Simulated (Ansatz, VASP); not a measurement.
# ZnS: VASP beside Ansatz

Wanted: the spread between two codes on one cell, functional and k mesh. The cell is taken from a series of runs on this material, whose earlier steps may have relaxed, scaled, displaced or heated it; both programs get it as it stands.

Program: Ansatz 0.2.0. Level of theory: plane waves, with VASP 6.6.1 beside it; zone-centre phonons at PBE. Results are calculated unless marked as measured.

## Step 1: Starting point

It takes space group F-43m (No. 216, cubic). Conventional cell: a = 5.480 Å, b = 5.480 Å, c = 5.480 Å, α = 90.00°, β = 90.00°, γ = 90.00°. S has 4 Zn at 2.37 Å nearest. Zn has 4 S at 2.37 Å nearest. Farther neighbours and most contacts between anions are not listed.

Structure file:

```cif
data_structure
_symmetry_space_group_name_H-M 'F-43m'
_symmetry_Int_Tables_number 216
_cell_length_a 5.4797
_cell_length_b 5.4797
_cell_length_c 5.4797
_cell_angle_alpha 90.000
_cell_angle_beta 90.000
_cell_angle_gamma 90.000
_cell_volume 164.54
loop_
_atom_site_label
_atom_site_type_symbol
_atom_site_symmetry_multiplicity
_atom_site_Wyckoff_symbol
_atom_site_fract_x
_atom_site_fract_y
_atom_site_fract_z
_atom_site_occupancy
S1 S 4 a 0.00000 0.00000 0.00000 1
Zn1 Zn 4 c 0.25000 0.25000 0.25000 1
```

## Step 2: VASP: zone-centre phonons, PBE, pair 1

Second derivatives magnify differences that forces hide, and they need a tight electronic threshold.

Lines of VASP's logs that name or quote its potential files are left out, and so is its time.

INCAR

```
SYSTEM = ZnS
PREC = Accurate
ENCUT = 500
EDIFF = 1E-08
NELM = 120
ISMEAR = 0
SIGMA = 0.01
LREAL = .FALSE.
ALGO = Normal
GGA = PE
NBANDS = 15
LORBIT = 11
LWAVE = .FALSE.
LCHARG = .FALSE.
ISIF = 2
IBRION = 8
LEPSILON = .TRUE.
LASPH = .TRUE.
GGA_COMPAT = .FALSE.
EFERMI = MIDGAP
KPAR = 2
```

POSCAR

```
ZnS
1.0
    0.0000000000      2.7398567406      2.7398567406
    2.7398567406      0.0000000000      2.7398567406
    2.7398567406      2.7398567406      0.0000000000
S Zn
1 1
Direct
    0.0000000000      0.0000000000      0.0000000000
    0.7500000000      0.7500000000      0.7500000000
```

KPOINTS

```
Automatic mesh
0
Gamma
12 12 12
0 0 0
```

The projector-augmented-wave data sets are S and Zn (PBE family, release 64).

The run is started by

```console
> mpirun -np 2 vasp_std
```

Numbers of over 12 decimals in the logs are rounded to 6 here.

Output:

```text
[banner, memory and clock lines left out]
running    2 mpi-ranks, on    1 nodes
 distrk:  each k-point on    1 cores,    2 groups
 distr:  one band on    1 cores,    1 groups

 POSCAR found type information on POSCAR S Zn
 POSCAR found :  2 types and       2 ions
 LDA part: xc-table for (Slater+PW92), standard interpolation
 POSCAR, INCAR and KPOINTS ok, starting setup
 FFT: planning ... GRIDC
 FFT: planning ... GRID_SOFT
 FFT: planning ... GRID
 WAVECAR not read
 entering main loop
       N       E                     dE             d eps       ncg     rms          rms(c)
DAV:   1     0.799657118450E+02    0.79966E+02   -0.83758E+03  2160   0.134E+03
DAV:   2    -0.204596714652E+01   -0.82012E+02   -0.76929E+02  2433   0.255E+02
DAV:   3    -0.722302093171E+01   -0.51771E+01   -0.51474E+01  2657   0.615E+01
DAV:   4    -0.727684177307E+01   -0.53821E-01   -0.53802E-01  2692   0.671E+00
DAV:   5    -0.727746470938E+01   -0.62294E-03   -0.62292E-03  2699   0.685E-01    0.636E+00
DAV:   6    -0.686808576833E+01    0.40938E+00   -0.78847E-01  3261   0.312E+01    0.499E+00
DAV:   7    -0.685003922208E+01    0.18047E-01   -0.25326E-01  2419   0.463E+00    0.259E+00
DAV:   8    -0.684939592354E+01    0.64330E-03   -0.50868E-03  2587   0.732E-01    0.688E-01
DAV:   9    -0.684970136486E+01   -0.30544E-03   -0.11511E-03  2580   0.284E-01    0.102E-01
DAV:  10    -0.684987110013E+01   -0.16974E-03   -0.17717E-04  2511   0.151E-01    0.509E-02
DAV:  11    -0.684987168310E+01   -0.58298E-06   -0.35728E-05  2741   0.102E-01    0.560E-03
DAV:  12    -0.684987282714E+01   -0.11440E-05   -0.33742E-06  2618   0.224E-02    0.419E-03
DAV:  13    -0.684987293094E+01   -0.10380E-06   -0.65408E-07  2433   0.102E-02    0.165E-03
DAV:  14    -0.684987290157E+01    0.29363E-07   -0.85505E-08  2762   0.241E-03    0.778E-04
DAV:  15    -0.684987292468E+01   -0.23107E-07   -0.47118E-09  1780   0.983E-04    0.123E-04
DAV:  16    -0.684987293065E+01   -0.59645E-08   -0.11565E-09  1262   0.438E-04
   1 F= -.68498729E+01 E0= -.68498729E+01  d E =0.000000E+00
 Linear response reoptimize wavefunctions to high precision
DAV:   1    -0.684987293046E+01    0.18599E-09   -0.41716E-10  1619   0.318E-04
DAV:   2    -0.684987293048E+01   -0.24784E-10   -0.38731E-11  1157   0.574E-05
 Linear response G [H, r] |phi>, progress :
  Direction:   1
       N       E                     dE             d eps       ncg     rms
RMM:   1    -0.508510272501E+02   -0.50851E+02    0.10378E+02  3672   0.680E+01
RMM:   2    -0.504522769599E+02    0.39875E+00   -0.93228E+00  3778   0.240E+01
RMM:   3    -0.506268034806E+02   -0.17453E+00   -0.55759E-01  4080   0.553E+00
RMM:   4    -0.506323047923E+02   -0.55013E-02   -0.18523E-02  4146   0.108E+00
RMM:   5    -0.506324788501E+02   -0.17406E-03    0.16709E-05  4238   0.247E-01
RMM:   6    -0.506326555988E+02   -0.17675E-03   -0.23633E-04  4289   0.647E-02
RMM:   7    -0.506326397258E+02    0.15873E-04    0.38691E-05  4337   0.190E-02
RMM:   8    -0.506326466486E+02   -0.69228E-05   -0.23930E-05  4369   0.668E-03
RMM:   9    -0.506326401217E+02    0.65268E-05   -0.52450E-04  4107   0.289E-03
RMM:  10    -0.506326437879E+02   -0.36661E-05   -0.71263E-04  3329   0.184E-03
RMM:  11    -0.506326434197E+02    0.36813E-06   -0.83615E-04  2922   0.144E-03
RMM:  12    -0.506326440371E+02   -0.61741E-06   -0.10079E-03  2594   0.135E-03
RMM:  13    -0.506326443533E+02   -0.31619E-06   -0.10977E-03  2405   0.133E-03
RMM:  14    -0.506326448551E+02   -0.50177E-06   -0.10797E-03  2231   0.134E-03
 Linear response G [H, r] |phi>, progress :
  Direction:   2
       N       E                     dE             d eps       ncg     rms
RMM:   1    -0.521988345491E+02   -0.52199E+02    0.74504E+01  3677   0.663E+01
RMM:   2    -0.521923000030E+02    0.65345E-02   -0.80209E+00  3735   0.226E+01
RMM:   3    -0.523299602977E+02   -0.13766E+00   -0.43454E-01  4036   0.496E+00
RMM:   4    -0.523357412164E+02   -0.57809E-02   -0.14228E-02  4169   0.977E-01
RMM:   5    -0.523359424107E+02   -0.20119E-03   -0.43134E-05  4226   0.230E-01
RMM:   6    -0.523360925639E+02   -0.15015E-03   -0.13092E-04  4265   0.594E-02
RMM:   7    -0.523360769346E+02    0.15629E-04    0.11074E-04  4317   0.175E-02
RMM:   8    -0.523360861916E+02   -0.92570E-05    0.39281E-05  4336   0.632E-03
RMM:   9    -0.523360843770E+02    0.18145E-05    0.38030E-04  4059   0.276E-03
RMM:  10    -0.523360867247E+02   -0.23476E-05   -0.95296E-05  3294   0.176E-03
RMM:  11    -0.523360876031E+02   -0.87843E-06    0.20569E-04  2865   0.133E-03
RMM:  12    -0.523360879456E+02   -0.34250E-06   -0.10503E-04  2560   0.127E-03
RMM:  13    -0.523360888956E+02   -0.95004E-06    0.17653E-04  2368   0.117E-03
RMM:  14    -0.523360887381E+02    0.15756E-06   -0.70137E-05  2267   0.120E-03
RMM:  15    -0.523360882275E+02    0.51059E-06    0.14320E-04  2129   0.115E-03
 Linear response G [H, r] |phi>, progress :
  Direction:   3
       N       E                     dE             d eps       ncg     rms
[...]
RMM:   3    -0.687851612642E+00   -0.29364E-03   -0.43717E-04  3931   0.146E-01
RMM:   4    -0.687858556079E+00   -0.69434E-05   -0.31533E-05  3981   0.290E-02
RMM:   5    -0.687858723732E+00   -0.16765E-06   -0.35491E-06  4001   0.751E-03
RMM:   6    -0.687858767653E+00   -0.43922E-07   -0.62659E-07  3981   0.227E-03
[...]
RMM:  10    -0.610404336587E+00   -0.82914E-05   -0.61915E-08 15887   0.531E-04    0.249E-04
RMM:  11    -0.610401172740E+00    0.31638E-05   -0.10691E-08 14428   0.376E-04    0.246E-05
RMM:  12    -0.610400756627E+00    0.41611E-06    0.15387E-08 11214   0.789E-05    0.138E-05
RMM:  13    -0.610400866986E+00   -0.11036E-06   -0.21700E-09  7493   0.409E-05    0.206E-06
 change of polarisation eV/A/(eV/A) component  1 :     1.125     0.211     0.131
 dielectric tensor                  component  1 :     5.949     0.930     0.575
 Linear response to external field, progress :
  Direction:   2
       N       E                     dE             d eps       ncg     rms          rms(c)
RMM:   1    -0.571658360048E+00   -0.57166E+00   -0.22511E+00 11606   0.366E+00
RMM:   2    -0.605394680646E+00   -0.33736E-01   -0.15344E-02 15213   0.819E-01    0.149E+00
RMM:   3    -0.575187797773E+00    0.30207E-01   -0.28805E-02 14700   0.873E-01    0.803E-01
RMM:   4    -0.592132228016E+00   -0.16944E-01   -0.19942E-02 14992   0.755E-01    0.223E-01
RMM:   5    -0.608551615198E+00   -0.16419E-01   -0.13141E-03 14471   0.227E-01    0.539E-02
RMM:   6    -0.609020373965E+00   -0.46876E-03   -0.17975E-04 15363   0.725E-02    0.264E-02
RMM:   7    -0.610341016401E+00   -0.13206E-02   -0.40717E-05 14687   0.320E-02    0.316E-03
RMM:   8    -0.610410509685E+00   -0.69493E-04   -0.29714E-06 15588   0.678E-03    0.186E-03
RMM:   9    -0.610395811992E+00    0.14698E-04   -0.92237E-07 15318   0.245E-03    0.595E-04
RMM:  10    -0.610404060933E+00   -0.82489E-05   -0.15577E-07 15882   0.528E-04    0.248E-04
RMM:  11    -0.610400858341E+00    0.32026E-05   -0.42723E-08 14419   0.375E-04    0.248E-05
RMM:  12    -0.610400450504E+00    0.40784E-06    0.31295E-08 11222   0.789E-05    0.138E-05
RMM:  13    -0.610400561338E+00   -0.11083E-06   -0.36890E-08  7435   0.411E-05    0.209E-06
 change of polarisation eV/A/(eV/A) component  2 :     0.177     1.125     0.111
 dielectric tensor                  component  2 :     0.778     5.949     0.487
 Linear response to external field, progress :
  Direction:   3
       N       E                     dE             d eps       ncg     rms          rms(c)
RMM:   1    -0.571686165627E+00   -0.57169E+00   -0.22514E+00 11605   0.366E+00
RMM:   2    -0.605397588269E+00   -0.33711E-01   -0.15366E-02 15205   0.819E-01    0.149E+00
RMM:   3    -0.575185520795E+00    0.30212E-01   -0.28771E-02 14694   0.873E-01    0.803E-01
RMM:   4    -0.592134989621E+00   -0.16949E-01   -0.19968E-02 14991   0.755E-01    0.223E-01
RMM:   5    -0.608555834502E+00   -0.16421E-01   -0.13199E-03 14475   0.228E-01    0.539E-02
RMM:   6    -0.609017599722E+00   -0.46177E-03   -0.18100E-04 15353   0.729E-02    0.266E-02
RMM:   7    -0.610341002154E+00   -0.13234E-02   -0.41451E-05 14682   0.322E-02    0.317E-03
RMM:   8    -0.610410573789E+00   -0.69572E-04   -0.30010E-06 15587   0.681E-03    0.187E-03
RMM:   9    -0.610395620822E+00    0.14953E-04   -0.94565E-07 15310   0.247E-03    0.597E-04
RMM:  10    -0.610403917192E+00   -0.82964E-05   -0.13813E-07 15876   0.532E-04    0.249E-04
RMM:  11    -0.610400749147E+00    0.31680E-05   -0.35658E-08 14435   0.375E-04    0.247E-05
RMM:  12    -0.610400325035E+00    0.42411E-06    0.21807E-08 11225   0.790E-05    0.138E-05
RMM:  13    -0.610400439543E+00   -0.11451E-06    0.77724E-09  7510   0.410E-05    0.212E-06
 change of polarisation eV/A/(eV/A) component  3 :     0.146     0.196     1.125
 dielectric tensor                  component  3 :     0.642     0.863     5.949
 Linear response DOF=           2
 Linear response progress:
  Degree of freedom:   1/  2
       N       E                     dE             d eps       ncg     rms          rms(c)
RMM:   1    -0.107069628399E+00   -0.10707E+00    0.49304E-02 20968   0.216E+00
RMM:   2    -0.104875817315E+00    0.21938E-02   -0.46390E-03 13607   0.607E-01    0.156E-01
RMM:   3    -0.105312828729E+00   -0.43701E-03   -0.26798E-04 14475   0.129E-01    0.774E-02
RMM:   4    -0.105799262195E+00   -0.48643E-03   -0.44212E-05 14759   0.487E-02    0.156E-02
RMM:   5    -0.105847971623E+00   -0.48709E-04   -0.20117E-06 15219   0.134E-02    0.940E-03
RMM:   6    -0.105834762051E+00    0.13210E-04    0.23576E-07 14950   0.368E-03    0.494E-03
RMM:   7    -0.105838599855E+00   -0.38378E-05   -0.12980E-07 14296   0.149E-03    0.298E-04
RMM:   8    -0.105837916822E+00    0.68303E-06    0.32902E-09 15497   0.353E-04    0.681E-05
RMM:   9    -0.105837318008E+00    0.59881E-06    0.15734E-09 14660   0.151E-04    0.583E-05
RMM:  10    -0.105837620531E+00   -0.30252E-06   -0.76746E-10 15475   0.489E-05    0.146E-05
RMM:  11    -0.105837696690E+00   -0.76159E-07   -0.31807E-09 15527   0.206E-05    0.816E-06
RMM:  12    -0.105837688810E+00    0.78794E-08    0.16128E-09 14137   0.666E-06    0.760E-07
 first order change of Fermi-energy   0.31167E+00
 force on displaced ion       1 direction 1 :  -5.016   0.000   0.000
 Born effective charge ion    1 direction 1 :  -2.061   0.000   0.000
 Linear response progress:
  Degree of freedom:   2/  2
       N       E                     dE             d eps       ncg     rms          rms(c)
RMM:   1    -0.211546551411E+00   -0.21155E+00   -0.12879E-02 11825   0.202E+00
RMM:   2    -0.209877695393E+00    0.16689E-02   -0.26497E-03 13473   0.393E-01    0.107E-01
RMM:   3    -0.209566939783E+00    0.31076E-03   -0.47202E-05 15808   0.585E-02    0.630E-02
RMM:   4    -0.209129551481E+00    0.43739E-03   -0.12495E-05 15470   0.288E-02    0.282E-03
RMM:   5    -0.209114896771E+00    0.14655E-04    0.17631E-07 16393   0.402E-03    0.165E-03
RMM:   6    -0.209114780624E+00    0.11615E-06   -0.15338E-07 15666   0.247E-03    0.343E-04
RMM:   7    -0.209114758197E+00    0.22428E-07    0.51701E-08 16672   0.386E-04    0.113E-04
RMM:   8    -0.209114449885E+00    0.30831E-06    0.18386E-09 15987   0.252E-04    0.414E-05
RMM:   9    -0.209114371455E+00    0.78429E-07    0.40495E-09 16607   0.716E-05    0.606E-06
RMM:  10    -0.209114424555E+00   -0.53100E-07    0.41658E-10 16808   0.188E-05    0.390E-06
RMM:  11    -0.209114439139E+00   -0.14584E-07   -0.26095E-10 15776   0.106E-05    0.632E-07
RMM:  12    -0.209114438440E+00    0.69859E-09   -0.13677E-10 11012   0.471E-06    0.284E-07
 first order change of Fermi-energy  -0.31145E+00
 force on displaced ion       2 direction 1 :  -4.979   0.000   0.000
 Born effective charge ion    2 direction 1 :   2.061   0.000   0.000
 Born effective charges drift removed
 Linear response finished
```

From OUTCAR (step 2):

```text
ion  position               nearest neighbor table
   1  0.000  0.000  0.000-   2 2.37   2 2.37   2 2.37   2 2.37
   2  0.750  0.750  0.750-   1 2.37   1 2.37   1 2.37   1 2.37

  LATTYP: Found a face centered cubic cell.
 ALAT       =     5.4797134812

 Subroutine GETGRP returns: Found 24 space group operations
 (whereof 24 operations were pure point group operations)

The static configuration has the point symmetry T_d .

 Found     72 irreducible k-points:

   k-points           NKPTS =     72   k-points in BZ     NKDIM =     72   number of bands    NBANDS=     15

   dimension x,y,z NGX =    28 NGY =   28 NGZ =   28
   dimension x,y,z NGXF=    56 NGYF=   56 NGZF=   56

   ENCUT  =  500.0 eV  36.75 Ry    6.06 a.u.   7.06  7.06  7.06*2*pi/ulx,y,z

   NELECT =      18.0000    total number of electrons

 k-points in reciprocal lattice and weights: Automatic mesh
   0.00000000  0.00000000  0.00000000       0.001
   0.08333333  0.00000000  0.00000000       0.005
   0.16666667  0.00000000  0.00000000       0.005
   0.25000000  0.00000000  0.00000000       0.005
   0.33333333  0.00000000  0.00000000       0.005
   0.41666667  0.00000000  0.00000000       0.005
   0.50000000  0.00000000  0.00000000       0.002
   0.08333333  0.08333333  0.00000000       0.003
   0.16666667  0.08333333  0.00000000       0.014
[...]
-0.33333333  0.50000000  0.16666667       0.007
  -0.25000000  0.50000000  0.25000000       0.003

 average (electrostatic) potential at core
       1 -88.8679       2 -36.5437

  Total       -0.3051949     -0.3051949     -0.3051949      0.0000000      0.0000000      0.0000000
  in kB      -11.8870545    -11.8870545    -11.8870545      0.0000000      0.0000000      0.0000000
  external PRESSURE =     -11.8870545 kB  Pullay stress =       0.0000000 kB

  energy-cutoff  :      500.00
  volume of cell :       41.14
      direct lattice vectors                 reciprocal lattice vectors
     0.000000000  2.739856741  2.739856741    -0.182491293  0.182491293  0.182491293
     2.739856741  0.000000000  2.739856741     0.182491293 -0.182491293  0.182491293
     2.739856741  2.739856741  0.000000000     0.182491293  0.182491293 -0.182491293

 POSITION                                       TOTAL-FORCE (eV/Angst)
 -----------------------------------------------------------------------------------
      0.00000      0.00000      0.00000        -0.000000     -0.000000      0.000000
      4.10979      4.10979      4.10979         0.000000      0.000000     -0.000000
 -----------------------------------------------------------------------------------
    total drift:                                0.000000      0.000000      0.000000

 MACROSCOPIC STATIC DIELECTRIC TENSOR (including local field effects in DFT)
 ------------------------------------------------------
           5.948782     0.000000    -0.000000
          -0.000000     5.948782     0.000000
           0.000000     0.000000     5.948782
 ------------------------------------------------------

 PIEZOELECTRIC TENSOR (including local field effects)  for field in x, y, z        (C/m^2)
          XX          YY          ZZ          XY          YZ          ZX
  --------------------------------------------------------------------------------
  x     0.00000     0.00000    -0.00000     0.00000    -0.69126     0.00000
  y     0.00000    -0.00000     0.00000     0.00000     0.00000    -0.69126
  z    -0.00000     0.00000     0.00000    -0.69126     0.00000     0.00000

 BORN EFFECTIVE CHARGES (including local field effects) (in |e|, cummulative output)
 ---------------------------------------------------------------------------------
 ion    1
    1    -2.06064    -0.00000     0.00000
    2     0.00000    -2.06064    -0.00000
    3    -0.00000    -0.00000    -2.06064
 ion    2
    1     2.06064     0.00000    -0.00000
    2    -0.00000     2.06064     0.00000
    3     0.00000     0.00000     2.06064

 Eigenvectors and eigenvalues of the dynamical matrix
 ----------------------------------------------------

   1 f  =    7.539242 THz    47.370457 2PiTHz  251.482058 cm-1    31.179787 meV
             X         Y         Z           dx          dy          dz
      0.000000  0.000000  0.000000    -0.434519   -0.695554   -0.000000
      4.109785  4.109785  4.109785     0.303157    0.485277   -0.000000

   2 f  =    7.539242 THz    47.370457 2PiTHz  251.482058 cm-1    31.179787 meV
             X         Y         Z           dx          dy          dz
      0.000000  0.000000  0.000000    -0.695554    0.434519   -0.000000
      4.109785  4.109785  4.109785     0.485277   -0.303157   -0.000000

   3 f  =    7.539242 THz    47.370457 2PiTHz  251.482058 cm-1    31.179787 meV
             X         Y         Z           dx          dy          dz
      0.000000  0.000000  0.000000     0.000000    0.000000    0.820123
      4.109785  4.109785  4.109785     0.000000   -0.000000   -0.572187

   4 f/i=    0.013107 THz     0.082351 2PiTHz    0.437191 cm-1     0.054205 meV
             X         Y         Z           dx          dy          dz
      0.000000  0.000000  0.000000     0.000524    0.112525    0.561013
      4.109785  4.109785  4.109785     0.000751    0.161284    0.804108

   5 f/i=    0.013107 THz     0.082351 2PiTHz    0.437191 cm-1     0.054205 meV
             X         Y         Z           dx          dy          dz
      0.000000  0.000000  0.000000     0.570990   -0.036361    0.006760
      4.109785  4.109785  4.109785     0.818408   -0.052117    0.009689

   6 f/i=    0.013107 THz     0.082351 2PiTHz    0.437191 cm-1     0.054205 meV
             X         Y         Z           dx          dy          dz
      0.000000  0.000000  0.000000     0.036980    0.559834   -0.112323
      4.109785  4.109785  4.109785     0.053004    0.802417   -0.160994

 MACROSCOPIC STATIC DIELECTRIC TENSOR IONIC CONTRIBUTION
 ------------------------------------------------------
           3.737676     0.000000     0.000000
           0.000000     3.737676     0.000000
           0.000000     0.000000     3.737676
 ------------------------------------------------------

 ELASTIC MODULI CONTR FROM IONIC RELAXATION (kBar)
 Direction    XX          YY          ZZ          XY          YZ          ZX
 --------------------------------------------------------------------------------
 XX          -0.0000     -0.0000     -0.0000     -0.0000      0.0000     -0.0000
 YY          -0.0000     -0.0000     -0.0000     -0.0000     -0.0000      0.0000
 ZZ          -0.0000     -0.0000     -0.0000      0.0000     -0.0000     -0.0000
 XY          -0.0000     -0.0000      0.0000   -132.3989      0.0000      0.0000
 YZ           0.0000     -0.0000     -0.0000      0.0000   -132.3989      0.0000
 ZX          -0.0000      0.0000     -0.0000      0.0000      0.0000   -132.3989
 --------------------------------------------------------------------------------

 PIEZOELECTRIC TENSOR IONIC CONTR  for field in x, y, z        (C/m^2)
          XX          YY          ZZ          XY          YZ          ZX
  --------------------------------------------------------------------------------
  x     0.00000     0.00000     0.00000    -0.00000     0.66194     0.00000
  y     0.00000     0.00000     0.00000     0.00000    -0.00000     0.66194
  z     0.00000     0.00000     0.00000     0.66194     0.00000     0.00000
```

The dielectric response converges more slowly with the mesh than energies do, so tensor and charges may still move on a finer one.

(Continued in part 2 of 2.)

[Lines on the potential files, build, host, timing and source positions are cut from VASP's logs without a mark.]

[Logs are printed without paths, hosts, clocks, repeated set-up lines and the standing remarks that a program may print on its own settings, such as how far it seeks lower states.]

[Hosts, paths, dates, database ids (printed as entryN), source tags and the programs' standing remarks are cut or masked in the printed files.]
